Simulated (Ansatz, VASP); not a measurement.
# Cross-check of V (V wire along [100], 25 atoms a period) between VASP and Ansatz

Wanted: the spread between two codes on one cell, functional and k mesh. Of the first pair: The structure shown is the start of the Ansatz relaxation below; VASP solves that cell, so the two are compared at the walk's first step.

Program: Ansatz 0.2.0. Level of theory: plane waves, with VASP 6.6.1 beside it; single point at PBE. Results are calculated unless marked as measured.

**1. The starting structure**

The cell holds 25 atoms: 25 V. Cell: a = 18.760 Å, b = 18.760 Å, c = 2.990 Å, α = 90.0°, β = 90.0°, γ = 90.0°. Vacuum lies along a and b. The structure's axis is c.

**2. Ansatz: relaxation, PBE**

Ansatz runs on its PAW soft_1 files.

The two programs are compared at the cell with which this relaxation starts, whose forces are those of its first step.

input.yaml reads:

```yaml
crystal:
  lattice:
    - [18.76, 0.0, 0.0]
    - [0.0, 18.76, 0.0]
    - [0.0, 0.0, 2.99]
  atoms:
    - { symbol: V, position: [0.181236674, 0.5, 0.0] }
    - { symbol: V, position: [0.340618337, 0.340618337, 0.0] }
    - { symbol: V, position: [0.340618337, 0.5, 0.0] }
    - { symbol: V, position: [0.340618337, 0.659381663, 0.0] }
    - { symbol: V, position: [0.5, 0.181236674, 0.0] }
    - { symbol: V, position: [0.5, 0.340618337, 0.0] }
    - { symbol: V, position: [0.5, 0.5, 0.0] }
    - { symbol: V, position: [0.5, 0.659381663, 0.0] }
    - { symbol: V, position: [0.5, 0.818763326, 0.0] }
    - { symbol: V, position: [0.659381663, 0.340618337, 0.0] }
    - { symbol: V, position: [0.659381663, 0.5, 0.0] }
    - { symbol: V, position: [0.659381663, 0.659381663, 0.0] }
    - { symbol: V, position: [0.818763326, 0.5, 0.0] }
    - { symbol: V, position: [0.260927505, 0.420309168, 0.5] }
    - { symbol: V, position: [0.260927505, 0.579690832, 0.5] }
    - { symbol: V, position: [0.420309168, 0.260927505, 0.5] }
    - { symbol: V, position: [0.420309168, 0.420309168, 0.5] }
    - { symbol: V, position: [0.420309168, 0.579690832, 0.5] }
    - { symbol: V, position: [0.420309168, 0.739072495, 0.5] }
    - { symbol: V, position: [0.579690832, 0.260927505, 0.5] }
    - { symbol: V, position: [0.579690832, 0.420309168, 0.5] }
    - { symbol: V, position: [0.579690832, 0.579690832, 0.5] }
    - { symbol: V, position: [0.579690832, 0.739072495, 0.5] }
    - { symbol: V, position: [0.739072495, 0.420309168, 0.5] }
    - { symbol: V, position: [0.739072495, 0.579690832, 0.5] }
kpoints:
  mp_grid: { grid: [1, 1, 27] }
scf:
  occupations: { method: fermi_dirac, width: 0.05 }
hamiltonian:
  xc: pbe
  pseudopotentials: { kind: paw, azcp: { folder: soft_1 } }
relax:
  cell: { fix: [a, b, alpha, beta, gamma] }
  max_steps: 45
  f_tol: 0.03
```

Started as:

```
ansatz run input.yaml --threads 4 --pin off --max-ram 16384MiB --backend cpu --events-out ev --progress --plain --runs-dir out
```

Numbers of over 12 decimals in the logs are rounded to 6 here.

Log:

```text
Engine: ansatz 0.2.0, x86_64-unknown-linux-gnu
Pseudopotentials: kind: paw
Pseudopotential: V, paw, valence charge 13, recommended cutoff 420 eV (normal), soft_1/V.paw.azcp
Functional definition: PBE
  parameter kappa = 0.804
  parameter beta = 0.066725
  exchange = pbe_x(kappa = kappa, mu = beta*pi^2/3)
  correlation = pbe_c(beta = beta)
Crystal: 25 atoms, lattice volume = 1052.293 Å³
Basis set: ecut = 420 eV, 20365 PW (Γ), exchange–correlation on 256×256×40 points (8 copies of the dense FFT grid, shifted against one another)
Bands: 195, of which v1, the nominal top of the filled ones, is band 163 counted from 1 (162 counted from 0)
Symmetry: 16 space group operations
Space group: P4/mmm (ITA 123), of the structure as read, at distance tolerance 1.0e-4 Å
k-points: 14 of 27
Non-local potential: V, projectors of the file, l = 0: 3, l = 1: 2, l = 2: 3, l = 3: 1
PAW form: soft (Blöchl's): semilocal exchange-correlation on the pseudo side does not see the compensation charge
PAW one-centre angular grid: V, 590 points (default); XC on 64 Gauss nodes
Initial density: superposition of atomic densities (neutral atoms: chi_scale 0, normalization atom)
Initial wavefunctions: pseudopotential atomic-orbital guess
Functional: x = pbe(κ = 0.804, μ = 0.219515), c = pbe(β = 0.066725)
SCF iter   1: F=—  HF=-72828.411357 eV  |F-HF|=—  |Δ(HF+E_count)|=         —  Δρ=8.15e-2  dr2=7.31e2  ethr=3.10e-3  ⟨swp⟩=11.2  Hψ=13448  notcnv=0
preconditioner: auto → LDOS  [metal: Δε(μ)=0.009 eV  Ē_g=3.317 eV  σ=0.050 eV  W_gap=0.04  n_scr=178 (ndim 8)  ℏωp=12.8 eV  f_vac=0.548  D(μ)=34.51/eV (n_scr^D=258)  β→1.0]
SCF iter   2: F=—  HF=-72837.047434 eV  |F-HF|=—  |Δ(HF+E_count)|=    8.64e0  Δρ=1.50e-1  dr2=1.39e3  ethr=3.10e-3  ⟨swp⟩=13.1  Hψ=17285  notcnv=0  defer=19
SCF iter   3: F=—  HF=-72794.879746 eV  |F-HF|=—  |Δ(HF+E_count)|=    4.22e1  Δρ=4.22e-2  dr2=6.29e1  ethr=3.10e-3  ⟨swp⟩=7.5  Hψ=8855  notcnv=1  defer=9
SCF iter   4: F=—  HF=-72791.454752 eV  |F-HF|=—  |Δ(HF+E_count)|=    3.42e0  Δρ=1.16e-2  dr2=4.78e0  ethr=3.10e-3  ⟨swp⟩=4.4  Hψ=6755  notcnv=0  defer=19
SCF iter   5: F=—  HF=-72790.883603 eV  |F-HF|=—  |Δ(HF+E_count)|=   5.71e-1  Δρ=7.32e-3  dr2=3.56e0  ethr=1.47e-3  ⟨swp⟩=4.3  Hψ=5282  notcnv=0  defer=29
SCF iter   6: F=—  HF=-72790.887557 eV  |F-HF|=—  |Δ(HF+E_count)|=   3.95e-3  Δρ=7.84e-3  dr2=2.61e0  ethr=1.09e-3  ⟨swp⟩=2.0  Hψ=3231  notcnv=0  defer=29
SCF iter   7: F=—  HF=-72790.852530 eV  |F-HF|=—  |Δ(HF+E_count)|=   3.50e-2  Δρ=3.90e-3  dr2=4.23e-1  ethr=8.02e-4  ⟨swp⟩=1.9  Hψ=3085  notcnv=0  defer=29
SCF iter   8: F=—  HF=-72790.844946 eV  |F-HF|=—  |Δ(HF+E_count)|=   7.58e-3  Δρ=2.23e-3  dr2=2.27e-1  ethr=1.30e-4  ⟨swp⟩=2.6  Hψ=3500  notcnv=0  defer=30
SCF iter   9: F=—  HF=-72790.846522 eV  |F-HF|=—  |Δ(HF+E_count)|=   1.58e-3  Δρ=8.08e-4  dr2=6.61e-2  ethr=6.97e-5  ⟨swp⟩=2.0  Hψ=3183  notcnv=0  defer=29
SCF iter  10: F=—  HF=-72790.845696 eV  |F-HF|=—  |Δ(HF+E_count)|=   8.27e-4  Δρ=5.02e-4  dr2=1.43e-2  ethr=2.03e-5  ⟨swp⟩=1.8  Hψ=2909  notcnv=0  defer=29
SCF iter  11: F=—  HF=-72790.845383 eV  |F-HF|=—  |Δ(HF+E_count)|=   3.13e-4  Δρ=9.68e-5  dr2=3.64e-4  ethr=4.41e-6  ⟨swp⟩=1.8  Hψ=3090  notcnv=0  defer=29
SCF iter  12: F=—  HF=-72790.845450 eV  |F-HF|=—  |Δ(HF+E_count)|=   6.74e-5  Δρ=3.26e-5  dr2=1.24e-5  ethr=1.12e-7  ⟨swp⟩=2.5  Hψ=3748  notcnv=0  defer=29
SCF iter  13: F=—  HF=-72790.845389 eV  |F-HF|=—  |Δ(HF+E_count)|=   6.16e-5  Δρ=2.08e-5  dr2=6.00e-6  ethr=3.80e-9  ⟨swp⟩=3.0  Hψ=4213  notcnv=0  defer=29
SCF iter  14: F=—  HF=-72790.845390 eV  |F-HF|=—  |Δ(HF+E_count)|=   1.47e-6  Δρ=9.23e-6  dr2=2.32e-6  ethr=1.85e-9  ⟨swp⟩=2.1  Hψ=3809  notcnv=0  defer=29
SCF iter  15: F=—  HF=-72790.845391 eV  |F-HF|=—  |Δ(HF+E_count)|=   1.84e-7  Δρ=3.90e-6  dr2=2.40e-7  ethr=7.15e-10  ⟨swp⟩=2.0  Hψ=3531  notcnv=0  defer=29
SCF iter  16: F=-72790.845391 eV  HF=-72790.845391 eV  |F-HF|=2.03e-8  |Δ(HF+E_count)|=   7.52e-8  Δρ=1.34e-6  dr2=2.53e-8  ethr=3.08e-11  ⟨swp⟩=5.0  Hψ=8359  notcnv=0
SCF 1 converged in 16 iterations: F = -72790.845391 eV  dr2 = 2.53e-8
  greatest PAW one-centre occupation: 1.000 electrons in one spin orbital (limit 2), on the V atom at site 10 (counted from 0), in its partial waves of l = 0
relax step   1: F+E_penalty+E_count = -72790.84539067 eV  Δ(F+E_penalty+E_count) = +0.000e0 eV  max|allowed force component| = 1.939e0 eV/Å  Δτ_max = 0.0000 Å  P = -3.462 GPa  Ω = 1052.293 Å³  fix = [a, b, alpha, beta, gamma]  reactions: a -3.415, b -3.415 GPa  (16 SCF iters, dr2 threshold 1.00e-7 eV, accepted)
[...]
relax step   5: F+E_penalty+E_count = -72792.41634160 eV  Δ(F+E_penalty+E_count) = -3.859e-4 eV  max|allowed force component| = 4.427e-3 eV/Å  Δτ_max = 0.0026 Å  P = +0.002 GPa  Ω = 1036.300 Å³  energy of the carried Pulay correction = +4.932e-3 eV  fix = [a, b, alpha, beta, gamma]  reactions: a +0.000, b +0.000 GPa  (8 SCF iters, dr2 threshold 8.36e-8 eV, accepted)
[...]
relax step   6: F+E_penalty+E_count = -72792.41058626 eV  Δ(F+E_penalty+E_count) = +5.755e-3 eV  max|allowed force component| = 4.558e-3 eV/Å  Δτ_max = 0.0000 Å  P = +0.010 GPa  Ω = 1036.300 Å³  fix = [a, b, alpha, beta, gamma]  reactions: a +0.008, b +0.008 GPa  stress off target by 1.34e-2 GPa on what of the cell is left free  SCF on the basis re-selected at this cell (its energy is not comparable with the rows above)  (8 SCF iters)
basis re-selected at this cell: Δ(F+E_penalty+E_count) = +5.755e-3 eV, ΔP = +0.008 GPa vs the last step (what re-selecting the basis moved, of the pressure what is left beyond the Pulay correction that the steps carried, after the strain that the cell walked since its last selection, with what the two solves' SCF thresholds leave and, on support functions, any second-order correction that the steps lacked; it is no m [...]
SCF converged after 8 iterations
Free energy (F): -72792.410586 eV
Harris-Foulkes:  -72792.410586 eV  (|F-HF|=8.73e-11)
Internal energy: -72792.048763 eV  (E = F + TS)
E sigma→0 (E₀):  -72792.229675 eV
Entropy (-TS):   -0.361823 eV (-14.473 meV/atom)
Fermi energy:    2.640829 eV
--- Per-component energies (eV) ---
  E_band       = -8143.449572
  E_kinetic    = 7391.153242
  E_local      = -294264.457831  (includes V_loc(G=0)·N_el)
  E_nonlocal   = 2073.616641
  E_hartree    = 142800.208031
  E_xc         = -2862.397253
  E_vxc        = -3619.818146  (∫ρ·V_xc dr)
  E_paw        = -28148.620669  (= ΣΔE_a)
  E_vpaw       = -5324.384740  (= ΣTr[D̂ρ^β])
  E_aug_tail   = 0.025375  (compensation charges beyond the density's cutoff)
  E_ewald      = 100218.423701
  E_smearing   = -0.361823  (= −TS)
  E_closure    = 0.000000  (closes the sum)
  Σ components = -72792.410586   (vs F -72792.410586, Δ=0.00e0)
--- Forces (eV/Å), atoms counted from 1 ---
  atom   1  V      0.00358752    -0.00000000     0.00000000
  atom   2  V      0.00226015     0.00226015     0.00000000
  atom   3  V     -0.00030038    -0.00000000     0.00000000
  atom   4  V      0.00226015    -0.00226015     0.00000000
  atom   5  V      0.00000000     0.00358752     0.00000000
  atom   6  V      0.00000000    -0.00030038     0.00000000
  atom   7  V      0.00000000     0.00000000     0.00000000
  atom   8  V      0.00000000     0.00030038     0.00000000
  atom   9  V     -0.00000000    -0.00358752     0.00000000
  atom  10  V     -0.00226015     0.00226015     0.00000000
  atom  11  V      0.00030038     0.00000000     0.00000000
  atom  12  V     -0.00226015    -0.00226015     0.00000000
  atom  13  V     -0.00358752     0.00000000     0.00000000
  atom  14  V     -0.00455763     0.00153938     0.00000000
  atom  15  V     -0.00455763    -0.00153938     0.00000000
  atom  16  V      0.00153938    -0.00455763     0.00000000
  atom  17  V     -0.00344857    -0.00344857     0.00000000
  atom  18  V     -0.00344857     0.00344857     0.00000000
  atom  19  V      0.00153938     0.00455763     0.00000000
  atom  20  V     -0.00153938    -0.00455763     0.00000000
  atom  21  V      0.00344857    -0.00344857     0.00000000
  atom  22  V      0.00344857     0.00344857     0.00000000
  atom  23  V     -0.00153938     0.00455763     0.00000000
  atom  24  V      0.00455763     0.00153938     0.00000000
  atom  25  V      0.00455763    -0.00153938     0.00000000
  max |Σ_I F_I| component: 1.73e-18 eV/Å
--- Stress (GPa, compression-positive) ---
        0.008413       0.000000       0.000000
        0.000000       0.008413       0.000000
        0.000000       0.000000       0.013422
  P = ⅓ Tr σ = 0.0101 GPa (0.101 kbar)
--- Relaxed structure (5 steps of the walk, 5 accepted, 1 SCFs on fresh bases) ---
  F+E_penalty+E_count = -72792.41058626 eV   max|allowed force component| = 4.558e-3 eV/Å   (the final SCF, on the basis selected at the relaxed cell)
  cell:  # Å, volume = 1036.3004 Å³
    - [18.76, 0.0, 0.0]
    - [0.0, 18.76, 0.0]
    - [0.0, 0.0, 2.944557]
  atoms:
    - { symbol: V, position: [0.196630, 0.500000, 0.0] }
    - { symbol: V, position: [0.342171, 0.342171, 0.0] }
    - { symbol: V, position: [0.343682, 0.500000, 0.0] }
    - { symbol: V, position: [0.342171, 0.657829, 0.0] }
    - { symbol: V, position: [0.500000, 0.196630, 0.0] }
    - { symbol: V, position: [0.500000, 0.343682, 0.0] }
    - { symbol: V, position: [0.500000, 0.500000, 0.0] }
    - { symbol: V, position: [0.500000, 0.656318, 0.0] }
    - { symbol: V, position: [0.500000, 0.803370, 0.0] }
    - { symbol: V, position: [0.657829, 0.342171, 0.0] }
    - { symbol: V, position: [0.656318, 0.500000, 0.0] }
    - { symbol: V, position: [0.657829, 0.657829, 0.0] }
    - { symbol: V, position: [0.803370, 0.500000, 0.0] }
    - { symbol: V, position: [0.263984, 0.423420, 0.500000] }
    - { symbol: V, position: [0.263984, 0.576580, 0.500000] }
    - { symbol: V, position: [0.423420, 0.263984, 0.500000] }
    - { symbol: V, position: [0.419409, 0.419409, 0.500000] }
    - { symbol: V, position: [0.419409, 0.580591, 0.500000] }
    - { symbol: V, position: [0.423420, 0.736016, 0.500000] }
    - { symbol: V, position: [0.576580, 0.263984, 0.500000] }
    - { symbol: V, position: [0.580591, 0.419409, 0.500000] }
    - { symbol: V, position: [0.580591, 0.580591, 0.500000] }
    - { symbol: V, position: [0.576580, 0.736016, 0.500000] }
    - { symbol: V, position: [0.736016, 0.423420, 0.500000] }
    - { symbol: V, position: [0.736016, 0.576580, 0.500000] }
```

[end of part 1 of 3]

[Lines on the potential files, build, host, timing and source positions are cut from VASP's logs without a mark.]

[Logs are printed without paths, hosts, clocks, repeated set-up lines and the standing remarks that a program may print on its own settings, such as how far it seeks lower states.]

[Hosts, paths, dates, database ids (printed as entryN), source tags and the programs' standing remarks are cut or masked in the printed files.]
